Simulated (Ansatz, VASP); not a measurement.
# Cross-check of TcPd between VASP and Ansatz

Wanted: the spread between two codes on one cell, functional and k mesh. The cell is invented: As first built, before any earlier steps moved the atoms (in the runner's words): it takes the TcPt structure with some of its atoms replaced by other elements, volume scaled by an estimate. It may not be a known or stable phase. The cell is taken from a series of VASP runs on this material, whose earlier steps may have relaxed, scaled or displaced it; both programs get it as it stands. Valence electrons are named where the data sets of a main pair hold unlike numbers.

Calculated with Ansatz 0.2.0; plane waves, with VASP 6.6.1 beside it; band structure at RPBE, single point at RPBE and electric field gradients at RPBE.

**1. The structure**

Symmetry: R-3m, No. 166, trigonal system. Conventional cell: a = 2.734 Å, b = 2.734 Å, c = 13.777 Å, α = 90.00°, β = 90.00°, γ = 120.00°. Pd has 6 Pd at 2.73 Å and 6 Tc at 2.79 Å nearest. Nearest to Tc lie 6 Tc at 2.73 Å and 6 Pd at 2.79 Å. As first built, before any earlier steps moved the atoms (in the runner's words): sites of the TcPt structure (space group 166) filled with other elements, volume scaled by an estimate. Farther neighbours are not listed.

Coordinates:

```xyz
2
Lattice="1.3669 0.7892 4.5922 -1.3669 0.7892 4.5922 0.0000 -1.5783 4.5922" Properties=species:S:1:pos:R:3 pbc="T T T"
Pd    0.0000    0.0000    0.0000
Tc    0.0000    0.0000    6.8883
```

**2. VASP: band structure, RPBE**

With cell and atoms fixed, the geometry can't cause a difference; cores, projectors, grids and the points listed under the comparison can.

Lines of VASP's logs that name or quote its potential files are left out, and so is its time.

Input file INCAR:

```
SYSTEM = TcPd
PREC = Accurate
ENCUT = 400
EDIFF = 1E-06
NELM = 100
ISMEAR = -1
SIGMA = 0.05
LREAL = .FALSE.
ALGO = Normal
GGA = RP
LORBIT = 11
LWAVE = .FALSE.
LCHARG = .FALSE.
```

Input file POSCAR:

```
TcPd
1.0
    1.3668886981      0.7891735332      4.5922312875
   -1.3668886981      0.7891735332      4.5922312875
    0.0000000000     -1.5783470663      4.5922312875
Pd Tc
1 1
Direct
    0.0000000000      0.0000000000      0.0000000000
    0.5000000000      0.5000000000      0.5000000000
```

Input file KPOINTS:

```
Automatic mesh
0
Gamma
8 8 8
0 0 0
```

Input file KPOINTS_OPT:

```
Line mode
16
Line-mode
Reciprocal
  0.00000000   0.00000000   0.00000000 GAMMA
  0.50000000   0.00000000   0.00000000 L

  0.50000000   0.00000000   0.00000000 L
  0.50000000   0.18635488  -0.18635488 B1

  0.81364512   0.50000000   0.18635488 B
  0.50000000   0.50000000   0.50000000 Z

  0.50000000   0.50000000   0.50000000 Z
  0.00000000   0.00000000   0.00000000 GAMMA

  0.00000000   0.00000000   0.00000000 GAMMA
  0.34317744   0.00000000  -0.34317744 X

  0.65682256   0.34317744   0.00000000 Q
  0.50000000   0.50000000   0.00000000 F

  0.50000000   0.50000000   0.00000000 F
  0.65682256   0.65682256   0.18635488 P1

  0.65682256   0.65682256   0.18635488 P1
  0.50000000   0.50000000   0.50000000 Z

  0.50000000   0.00000000   0.00000000 L
  0.81364512   0.34317744   0.34317744 P
```

The projector-augmented-wave data sets are Pd and Tc_pv (PBE family, release 64).

Started as:

```sh
$ mpirun -np 1 vasp_std
```

Numbers of over 12 decimals in the logs are rounded to 6 here.

What it wrote:

```text
[banner, memory and clock lines left out]
running    1 mpi-ranks, on    1 nodes
 distrk:  each k-point on    1 cores,    1 groups
 distr:  one band on    1 cores,    1 groups

 POSCAR found type information on POSCAR PdTc
 POSCAR found :  2 types and       2 ions
|                                                                             |
|               ----> ADVICE to this user running VASP <----                  |
|                                                                             |
|     You enforced a specific xc type in the INCAR file but a different       |
|     [... a line on the potential file left out ...]
|     I HOPE YOU KNOW WHAT YOU ARE DOING!                                     |
|                                                                             |

 LDA part: xc-table for (Slater+PW92), standard interpolation
 POSCAR, INCAR and KPOINTS ok, starting setup
 FFT: planning ... GRIDC
 FFT: planning ... GRID_SOFT
 FFT: planning ... GRID
 WAVECAR not read
 entering main loop
       N       E                     dE             d eps       ncg     rms          rms(c)
DAV:   1     0.174102891598E+03    0.17410E+03   -0.11431E+04  2077   0.120E+03
DAV:   2    -0.121628983105E+02   -0.18627E+03   -0.18337E+03  2356   0.345E+02
DAV:   3    -0.151489789758E+02   -0.29861E+01   -0.29715E+01  2034   0.533E+01
DAV:   4    -0.151703215488E+02   -0.21343E-01   -0.21334E-01  2140   0.450E+00
DAV:   5    -0.151706341286E+02   -0.31258E-03   -0.31257E-03  2084   0.532E-01    0.159E+01
DAV:   6    -0.142159515308E+02    0.95468E+00   -0.29251E+00  1964   0.167E+01    0.529E+00
DAV:   7    -0.141479703282E+02    0.67981E-01   -0.28463E-01  2153   0.458E+00    0.169E+00
DAV:   8    -0.141502185068E+02   -0.22482E-02   -0.14990E-01  2111   0.320E+00    0.175E+00
DAV:   9    -0.141364811471E+02    0.13737E-01   -0.47990E-02  2090   0.195E+00    0.180E-01
DAV:  10    -0.141360609711E+02    0.42018E-03   -0.19963E-03  2090   0.348E-01    0.583E-02
DAV:  11    -0.141360719506E+02   -0.10980E-04   -0.11212E-04  1985   0.111E-01    0.946E-03
DAV:  12    -0.141360734302E+02   -0.14796E-05   -0.48159E-06  2067   0.203E-02    0.502E-03
DAV:  13    -0.141360723496E+02    0.10806E-05   -0.61246E-07  1031   0.803E-03    0.615E-04
DAV:  14    -0.141360723212E+02    0.28367E-07   -0.33630E-08   989   0.170E-03
   1 F= -.14136072E+02 E0= -.14127691E+02  d E =-.167628E-01
 Start KPOINTS_OPT (optional k-point list driver)
k-point batch [1-65\144]
       N       E                     dE             ncg
DAV:   1     0.948282275997E+04   -0.25392E+05     2126
DAV:   2    -0.188789525689E+04   -0.11371E+05     2412
DAV:   3    -0.205834975389E+04   -0.17045E+03     2020
DAV:   4    -0.205981998422E+04   -0.14702E+01     2146
DAV:   5    -0.205984162513E+04   -0.21641E-01     2027
DAV:   6    -0.205984224100E+04   -0.61587E-03     2403
DAV:   7    -0.205984225429E+04   -0.13296E-04     1612
DAV:   8    -0.205984225479E+04   -0.49325E-06     1031
[...]
k-point batch [131-144\144]
       N       E                     dE             ncg
DAV:   1     0.421278331813E+05   -0.10882E+05      452
DAV:   2     0.396387690138E+05   -0.24891E+04      518
DAV:   3     0.395995545386E+05   -0.39214E+02      448
DAV:   4     0.395992778353E+05   -0.27670E+00      455
DAV:   5     0.395992735026E+05   -0.43327E-02      441
DAV:   6     0.395992733877E+05   -0.11499E-03      508
DAV:   7     0.395992733845E+05   -0.31609E-05      351
DAV:   8     0.395992733844E+05   -0.13444E-06      224
```

From OUTCAR (step 2):

```text
ion  position               nearest neighbor table
   1  0.000  0.000  0.000-   2 2.79   2 2.79   2 2.79   2 2.79   2 2.79   2 2.79
   2  0.500  0.500  0.500-   1 2.79   1 2.79   1 2.79   1 2.79   1 2.79   1 2.79

  LATTYP: Found a trigonal (rhomboedric) cell.
 ALAT       =     4.8559003054
 COS(alpha) =     0.8415264535

 Subroutine GETGRP returns: Found 12 space group operations
 (whereof 12 operations were pure point group operations)

The static configuration has the point symmetry D_3d.

 Found     65 irreducible k-points:

   k-points           NKPTS =     65   k-points in BZ     NKDIM =     65   number of bands    NBANDS=     15

   dimension x,y,z NGX =    32 NGY =   32 NGZ =   32
   dimension x,y,z NGXF=    64 NGYF=   64 NGZF=   64

   ENCUT  =  400.0 eV  29.40 Ry    5.42 a.u.   7.92  7.92  7.92*2*pi/ulx,y,z

   NELECT =      23.0000    total number of electrons

 k-points in reciprocal lattice and weights: Automatic mesh
   0.00000000  0.00000000  0.00000000       0.002
   0.12500000 -0.00000000 -0.00000000       0.012
   0.25000000 -0.00000000 -0.00000000       0.012
   0.37500000 -0.00000000 -0.00000000       0.012
   0.50000000 -0.00000000 -0.00000000       0.006
   0.12500000  0.12500000 -0.00000000       0.012
   0.25000000  0.12500000 -0.00000000       0.023
   0.37500000  0.12500000 -0.00000000       0.023
   0.50000000  0.12500000 -0.00000000       0.023
[...]
-0.37500000  0.50000000  0.37500000       0.012
   0.50000000  0.50000000  0.50000000       0.002

 average (electrostatic) potential at core
       1 -69.6808       2 -68.8681

 E-fermi :  11.3822

 k-point     1 :       0.0000    0.0000    0.0000
  band No.  band energies     occupation
    ...
      8       8.4037      2.00000
      9       8.8859      2.00000
     10       8.8859      2.00000
     11      10.5999      2.00000
     12      10.5999      2.00000
     13      11.7993      0.00048
     14      12.8572      0.00000
     15      12.8572      0.00000

 k-point     2 :       0.1250   -0.0000   -0.0000
  band No.  band energies     occupation
    ...
      9       8.6704      2.00000
     10       9.0084      2.00000
     11      10.0164      2.00000
     12      10.6879      2.00000
     13      10.9006      1.99987
     14      12.6676      0.00000
     15      14.6817      0.00000

 k-point     3 :       0.2500   -0.0000   -0.0000
  band No.  band energies     occupation
    ...
      8       8.4966      2.00000
      9       9.0338      2.00000
     10       9.3761      2.00000
     11       9.4131      2.00000
     12      10.4527      2.00000
     13      11.9354      0.00003
     14      12.2253      0.00000
     15      16.7224      0.00000

  Total       -0.0024151     -0.0024151      0.0118980      0.0000000      0.0000000     -0.0000000
  in kB       -0.1301846     -0.1301846      0.6413603      0.0000000      0.0000000     -0.0000000
  external PRESSURE =       0.1269970 kB  Pullay stress =       0.0000000 kB

  energy-cutoff  :      400.00
  volume of cell :       29.72
      direct lattice vectors                 reciprocal lattice vectors
     1.366888698  0.789173533  4.592231287     0.365794231  0.211191404  0.072586356
    -1.366888698  0.789173533  4.592231287    -0.365794231  0.211191404  0.072586356
     0.000000000 -1.578347066  4.592231287     0.000000000 -0.422382809  0.072586356

 POSITION                                       TOTAL-FORCE (eV/Angst)
 -----------------------------------------------------------------------------------
      0.00000      0.00000      0.00000         0.000000     -0.000000     -0.000000
      0.00000      0.00000      6.88835         0.000000      0.000000      0.000000
 -----------------------------------------------------------------------------------
    total drift:                               -0.000000      0.000000      0.000000

  FREE ENERGIE OF THE ION-ELECTRON SYSTEM (eV)
  ---------------------------------------------------
  free  energy   TOTEN  =       -14.1360723212 eV

  energy  without entropy=      -14.1193095125  energy(sigma->0) =      -14.12769092

 total charge
# of ion       s       p       d       tot
------------------------------------------
    1        0.539   0.595   8.441   9.575
    2        0.441   6.395   5.001  11.838
--------------------------------------------------
tot          0.980   6.990  13.442  21.413

[... 3 further parts left out ...]
```

This run has no spin polarisation. Its electron count is odd, so without a moment it is a metal by construction. The k-mesh is coarse for a metal. Spin-orbit coupling is off here; it would split degenerate levels. The PAW data sets were made with PBE, which is usual practice but a small mismatch for other functionals.

**3. Ansatz: band structure, RPBE**

Ansatz runs on its default PAW (the set named soft_2) files.

The same cell, functional, mesh and smearing now go to Ansatz, which takes its cutoff from its data sets.

Input file input.yaml:

```yaml
crystal:
  lattice:
    - [1.3668886981, 0.7891735332, 4.5922312875]
    - [-1.3668886981, 0.7891735332, 4.5922312875]
    - [0.0, -1.5783470663, 4.5922312875]
  atoms:
    - { symbol: Pd, position: [0.0, 0.0, 0.0] }
    - { symbol: Tc, position: [0.5, 0.5, 0.5] }
hamiltonian:
  xc: rpbe
  pseudopotentials: { kind: paw }
kpoints:
  mp_grid: { grid: [8, 8, 8] }
  band_path:
    path:
      - [0.0, 0.0, 0.0]
      - [0.13333, 0.0, 0.0]
      - [0.3, 0.0, 0.0]
      - [0.46667, 0.0, 0.0]
      - [0.5, 0.03727, -0.03727]
      - [0.5, 0.09939, -0.09939]
      - [0.5, 0.16151, -0.16151]
      - [0.77183, 0.5, 0.22817]
      - [0.66728, 0.5, 0.33272]
      - [0.56273, 0.5, 0.43727]
      - [0.46667, 0.46667, 0.46667]
      - [0.3, 0.3, 0.3]
      - [0.13333, 0.13333, 0.13333]
      - [0.0, 0.0, 0.0]
      - [0.11439, 0.0, -0.11439]
      - [0.20591, 0.0, -0.20591]
      - [0.3203, 0.0, -0.3203]
      - [0.62546, 0.37454, 0.0]
      - [0.57318, 0.42682, 0.0]
      - [0.52091, 0.47909, 0.0]
      - [0.52091, 0.52091, 0.02485]
      - [0.57318, 0.57318, 0.08697]
      - [0.62546, 0.62546, 0.14908]
      - [0.64637, 0.64637, 0.20726]
      - [0.59409, 0.59409, 0.31181]
      - [0.54182, 0.54182, 0.41636]
      - [0.5, 0.0, 0.0]
      - [0.60455, 0.11439, 0.11439]
      - [0.7091, 0.22878, 0.22878]
      - [0.81365, 0.34318, 0.34318]
    npoints: 1
scf:
  occupations: { method: fermi_dirac, width: 0.05 }
  n_extra_bands: 7
output:
  forces: true
  stress: true
  eigenvalues: true
```

Started as:

```sh
$ ansatz run input.yaml --threads 2 --pin off --max-ram 4608MiB --backend cpu --events-out ev --progress --plain --runs-dir out
```

What it wrote:

```text
basis.fft_grid_basis auto: the FFT boxes are laid along the combinations [[1, 0, -1], [0, 1, -1], [0, 0, 1]] of the cell's own vectors, 2.734, 2.734 and 4.856 Å long. The dense box has 20×20×36 points. Along the cell's own vectors, as sized, it would have 36×36×36, 3.24 times as many. Of the 12 symmetry operations that the crystal satisfies within crystal.symmetry.tolerance (time reversal apart; of a slab, those that [...]
scf.n_extra_bands = 7 over 17 filled bands (N_el = 33.0): the run solves 24 bands
Engine: ansatz 0.2.0, aarch64-unknown-linux-gnu
Pseudopotentials: kind: paw
Pseudopotential: Pd, paw, valence charge 18, recommended cutoff 420 eV (normal), Pd.paw.azcp
Pseudopotential: Tc, paw, valence charge 15, recommended cutoff 500 eV (normal), Tc.paw.azcp
Functional definition: RPBE
  parameter kappa = 0.804
  parameter beta = 0.066725
  exchange = rpbe_x(kappa = kappa, mu = beta*pi^2/3)
  correlation = pbe_c(beta = beta)
Crystal: 2 atoms, lattice volume = 29.722 Å³
Basis set: ecut = 500 eV, 725 PW (Γ), FFT grids on a1−a3, a2−a3, a3, exchange–correlation on 40×40×72 points (8 copies of the dense FFT grid, shifted against one another)
Bands: 24, of which v1, the nominal top of the filled ones, is band 17 counted from 1 (16 counted from 0)
Symmetry: 12 space group operations
Space group: R-3m (ITA 166), of the structure as read, at distance tolerance 3.1e-5 Å
k-points: 65 of 512
Non-local potential: Pd, projectors of the file, l = 0: 2, l = 1: 2, l = 2: 2, l = 3: 1
Non-local potential: Tc, projectors of the file, l = 0: 3, l = 1: 3, l = 2: 2, l = 3: 2
PAW form: soft (Blöchl's): semilocal exchange-correlation on the pseudo side does not see the compensation charge
PAW frozen core: Pd, regenerated for the run's functional, and the local potential with it (the file was generated under x = pbe(κ = 0.804, μ = 0.219515), c = pbe(β = 0.066725))
PAW frozen core: Tc, regenerated for the run's functional, and the local potential with it (the file was generated under x = pbe(κ = 0.804, μ = 0.219515), c = pbe(β = 0.066725))
PAW one-centre angular grid: Pd, 590 points (default); XC on 64 Gauss nodes
PAW one-centre angular grid: Tc, 590 points (default); XC on 64 Gauss nodes
Initial density: superposition of atomic densities (chi_scale 0.1, normalization cell, long waves kept (reshape's long-wave potential 0.00 eV rms))
Initial wavefunctions: pseudopotential atomic-orbital guess
Functional: x = rpbe, c = pbe(β = 0.066725)
SCF iter   1: F=—  HF=-12403.853263 eV  |F-HF|=—  |Δ(HF+E_count)|=         —  Δρ=5.52e-1  dr2=2.21e2  ethr=3.10e-3  ⟨swp⟩=5.6  Hψ=6845  notcnv=0
preconditioner: auto → Kerker (q_TF=auto, 2.776 Å⁻¹)  [metal: Δε(μ)=0.027 eV  Ē_g=11.246 eV  σ=0.050 eV  W_gap=0.13  n_scr=10 (ndim 8)  ℏωp=28.1 eV  f_vac=0.000  D(μ)=1.61/eV (n_scr^D=16)]
SCF iter   2: F=—  HF=-12387.697774 eV  |F-HF|=—  |Δ(HF+E_count)|=    1.62e1  Δρ=1.78e-1  dr2=2.79e1  ethr=3.10e-3  ⟨swp⟩=3.1  Hψ=3884  notcnv=0  defer=84
SCF iter   3: F=—  HF=-12385.714333 eV  |F-HF|=—  |Δ(HF+E_count)|=    1.98e0  Δρ=6.37e-2  dr2=7.72e-1  ethr=3.10e-3  ⟨swp⟩=3.0  Hψ=2994  notcnv=0  defer=77
SCF iter   4: F=—  HF=-12385.582166 eV  |F-HF|=—  |Δ(HF+E_count)|=   1.32e-1  Δρ=2.59e-2  dr2=4.01e-1  ethr=2.34e-3  ⟨swp⟩=2.0  Hψ=3335  notcnv=0  defer=93
SCF iter   5: F=—  HF=-12385.543815 eV  |F-HF|=—  |Δ(HF+E_count)|=   3.84e-2  Δρ=1.13e-2  dr2=6.99e-2  ethr=1.21e-3  ⟨swp⟩=2.0  Hψ=1747  notcnv=0  defer=93
SCF iter   6: F=—  HF=-12385.535936 eV  |F-HF|=—  |Δ(HF+E_count)|=   7.88e-3  Δρ=4.33e-3  dr2=1.05e-2  ethr=2.12e-4  ⟨swp⟩=2.0  Hψ=1696  notcnv=0  defer=93
SCF iter   7: F=—  HF=-12385.534725 eV  |F-HF|=—  |Δ(HF+E_count)|=   1.21e-3  Δρ=5.48e-4  dr2=2.07e-4  ethr=3.17e-5  ⟨swp⟩=1.1  Hψ=1791  notcnv=0  defer=89
SCF iter   8: F=—  HF=-12385.534705 eV  |F-HF|=—  |Δ(HF+E_count)|=   1.91e-5  Δρ=1.13e-4  dr2=3.23e-6  ethr=6.26e-7  ⟨swp⟩=1.1  Hψ=1590  notcnv=0  defer=89
SCF iter   9: F=—  HF=-12385.534705 eV  |F-HF|=—  |Δ(HF+E_count)|=   2.57e-7  Δρ=2.77e-5  dr2=2.28e-7  ethr=9.78e-9  ⟨swp⟩=2.0  Hψ=1996  notcnv=0  defer=89
SCF iter  10: F=-12385.534705 eV  HF=-12385.534705 eV  |F-HF|=4.29e-10  |Δ(HF+E_count)|=   2.77e-8  Δρ=2.42e-6  dr2=8.73e-10  ethr=3.03e-10  ⟨swp⟩=9.3  Hψ=6878  notcnv=0
SCF 1 converged in 10 iterations: F = -12385.534705 eV  dr2 = 8.73e-10
  greatest PAW one-centre occupation: 1.000 electrons in one spin orbital (limit 2), on the Pd atom at site 0 (counted from 0), in its partial waves of l = 0
NSCF: frozen V_eff on 30 k-points
SCF converged after 10 iterations
Free energy (F): -12385.534705 eV
Harris-Foulkes:  -12385.534705 eV  (|F-HF|=4.29e-10)
Internal energy: -12385.518033 eV  (E = F + TS)
E sigma→0 (E₀):  -12385.526369 eV
Entropy (-TS):   -0.016672 eV (-8.336 meV/atom)
Fermi energy:    21.041889 eV
--- Per-component energies (eV) ---
  E_band       = -199.376878
  E_kinetic    = 1135.698694
  E_local      = -3021.526936  (includes V_loc(G=0)·N_el)
  E_nonlocal   = 499.370980
  E_hartree    = 1070.227615
  E_xc         = -408.431135
  E_vxc        = -506.235656  (∫ρ·V_xc dr)
  E_paw        = -7042.023857  (= ΣΔE_a)
  E_vpaw       = -447.138821  (= ΣTr[D̂ρ^β])
  E_aug_tail   = 0.000075  (compensation charges beyond the density's cutoff)
  E_ewald      = -4618.630747
  E_core_change = -0.202721  (= ΣΔE_core)
  E_smearing   = -0.016672  (= −TS)
  E_closure    = 0.000000  (closes the sum)
  Σ components = -12385.534705   (vs F -12385.534705, Δ=0.00e0)
--- Forces (eV/Å), atoms counted from 1 ---
  atom   1  Pd     0.00000000     0.00000000     0.00000000
  atom   2  Tc     0.00000000     0.00000000    -0.00000000
  max |Σ_I F_I| component: 1.68e-28 eV/Å
--- Stress (GPa, compression-positive) ---
        1.262970       0.000000       0.000000
        0.000000       1.262970      -0.000000
       -0.000000      -0.000000       1.173020
  P = ⅓ Tr σ = 1.2330 GPa (12.330 kbar)
--- Band table (eV; the first three rows and the last of 65) ---
  k-point 0: bands = [... 13 lower, 18.5407, 18.5407, 20.2549, 20.2549, 21.4495, 22.5213, 22.5213, 29.0705, ... 3 higher]
  k-point 1: bands = [... 13 lower, 18.3279, 18.6635, 19.6699, 20.3435, 20.5549, 22.3311, 24.3419, 29.0894, ... 3 higher]
  k-point 2: bands = [... 13 lower, 18.6920, 19.0235, 19.0686, 20.1085, 21.5899, 21.8877, 26.3813, 29.7767, ... 3 higher]
  k-point 64: bands = [... 13 lower, 18.5457, 19.2588, 19.2588, 19.5753, 19.5753, 21.9825, 21.9825, 34.0198, ... 3 higher]
```

Run time: 4.6 s. Hardware: 2 threads of Arm Neoverse N1, shared host; peak memory 0.33 GiB; 8.6 s of CPU time.

In the SCF lines HF is the Harris–Foulkes energy and dr2 the Hartree energy of the density residual, in eV; the loop may stop once dr2 is under the threshold and the program's other checks hold. Hψ counts applications of the Hamiltonian.

**4. Differences**

Known differences besides the potentials themselves: the data sets hold 33 valence electrons in Ansatz (on its default PAW (the set named soft_2) files) and 23 in VASP; the cutoff is 500 eV in Ansatz and 400 eV in VASP; Ansatz makes its cores anew for this functional, VASP keeps those of its PBE data sets; VASP leaves aspherical gradient terms in its spheres out (LASPH is not set), Ansatz keeps them. Total energies have different zeros and are not compared.

The two programs side by side:

| quantity | Ansatz | VASP | difference |
| --- | --- | --- | --- |
| pressure (GPa) | 1.23 | 0.01 | +1.22 |

Levels from 3 eV below to 2 eV above the Fermi level differ by 6 meV r.m.s. and 13 meV at most; each VASP level is matched to the nearest of Ansatz, which flatters the figure a little.

**5. Further runs**

Further runs change the set-up of one program: Ansatz's method, potentials or start, or VASP's data sets, cutoff or form of LDA. The table gives that difference for each run.

| run | pressure (GPa) |
| --- | --- |
| as above | 1.2 |
| Ansatz's larger PAW set (cutoff 720 eV) | 1.2 |
| norm-conserving potentials (cutoff 1143 eV) | 1.1 |

[end of part 1 of 2]

[Lines on the potential files, build, host, timing and source positions are cut from VASP's logs without a mark.]

[Logs are printed without paths, hosts, clocks, repeated set-up lines and the standing remarks that a program may print on its own settings, such as how far it seeks lower states.]

[Hosts, paths, dates, database ids (printed as entryN), source tags and the programs' standing remarks are cut or masked in the printed files.]
